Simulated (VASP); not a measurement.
A run of VASP 6.6.1 is set up as follows.

The input POSCAR:

```
CS2
1.0
    8.9628090000      0.0000000000      0.0000000000
    0.0000000000      8.9628090000      0.0000000000
    0.0000000000      0.0000000000      8.9628090000
S C
16 8
Direct
    0.8430169604      0.6614332627      0.0146828968
    0.5876505903      0.8435078779      0.1647028292
    0.2028047234      0.1931537312      0.3834512149
    0.1361403551      0.4335805884      0.1421317803
    1.0280482380      0.5972011676      0.6071980336
    0.7443202237      0.5361042504      0.4151934957
    0.5039045237      1.0125843360      0.4911295108
    0.7163379249      0.8731414448      0.7208565975
    0.4962841448      0.3658228129      1.0108661247
    0.4852496578      0.5762590724      0.7364432289
   -0.1196834608      0.9031655143      0.3537395475
    0.1762617055      0.7920619529      0.2247955970
    0.2368342336     -0.0509550075      0.8514295016
    0.1706161539      0.2822775761      0.7922069967
    0.8144321719      0.1401123242      1.0545243126
    0.7744223937      0.2621945865      0.7330068062
    0.7065976749      0.7412185175      0.0879634945
    0.1796646565      0.3091664678      0.2653186071
    0.8859610865      0.5668535389      0.5185874205
    0.6212672835      0.9667616481      0.6088493016
    0.5153406705      0.4746279877      0.8774481304
    0.0222474896      0.8518423186      0.2907905323
    0.1956083188      0.1129445021      0.8245182955
    0.7905445715      0.2200426228      0.8942843700
```

The input INCAR.step1:

```
SYSTEM = CS2
PREC = Accurate
ENCUT = 520
ISMEAR = -1
SIGMA = 0.02
LREAL = Auto
LASPH = .TRUE.
NELM = 100
NBANDS = 82
GGA = PE
ALGO = Normal
EDIFF = 1E-4
LWAVE = .TRUE.
LCHARG = .FALSE.
```

File INCAR.step2:

```
SYSTEM = CS2
PREC = Accurate
ENCUT = 520
EDIFF = 1E-7
ISMEAR = -1
SIGMA = 0.02
LREAL = Auto
LASPH = .TRUE.
NELM = 100
ALGO = Normal
ISIF = 2
LWAVE = .FALSE.
LCHARG = .FALSE.
METAGGA = R2SCAN
LMIXTAU = .TRUE.
IVDW = 12
VDW_S6 = 1.0
VDW_S8 = 0.78981345
VDW_A1 = 0.49484001
VDW_A2 = 5.73083694
NBANDS = 82
ISTART = 1
```

The input KPOINTS:

```
Automatic mesh
0
G
  1 1 1
  0 0 0
```

Potentials or basis: VASP PAW PBE potentials, release 64 (S, C).

Launch:

```bash
$ cat potpaw_PBE.64/S/POTCAR potpaw_PBE.64/C/POTCAR > POTCAR
$ cp INCAR.step1 INCAR
$ mpirun -np 1 vasp_gam > vasp.out
$ cp INCAR.step2 INCAR
$ mpirun -np 1 vasp_gam > vasp.out
```

Q: Predict the pressure.

A: 0.1 GPa.

Q: Estimate the band gap on the k mesh.

A: 3.08 eV, direct.

Q: What does it give for the largest force?

A: 6.134 eV/Å.

Forces in eV/Å, atoms in the order of the input:
```
S   -0.785  0.002  0.327
S    0.017 -0.859 -0.617
S    0.453 -1.756  1.754
S    0.833 -1.940  1.909
S    0.726  0.231  0.643
S    1.575  0.248  1.331
S    0.027  0.723 -0.206
S   -0.001  0.881 -0.186
S    0.504  0.470 -0.087
S    0.679 -0.600  0.968
S   -3.637  1.656  1.922
S   -1.183  0.614  0.545
S   -0.040 -0.699  0.191
S   -0.066 -0.659  0.040
S   -0.268  1.564 -2.202
S   -0.207  1.102 -2.061
C    0.316  0.589 -0.116
C   -1.534  3.651 -3.560
C   -2.283 -0.648 -1.970
C   -0.024 -1.708  0.552
C   -1.547  0.258 -0.704
C    5.416 -1.840 -2.216
C    0.190  1.285 -0.392
C    0.838 -2.562  4.135
```

Caveat: the PAW data sets were made with another functional, which shifts forces and pressure a little. r2SCAN opens gaps a little over a GGA but as a rule still falls short of measured ones.
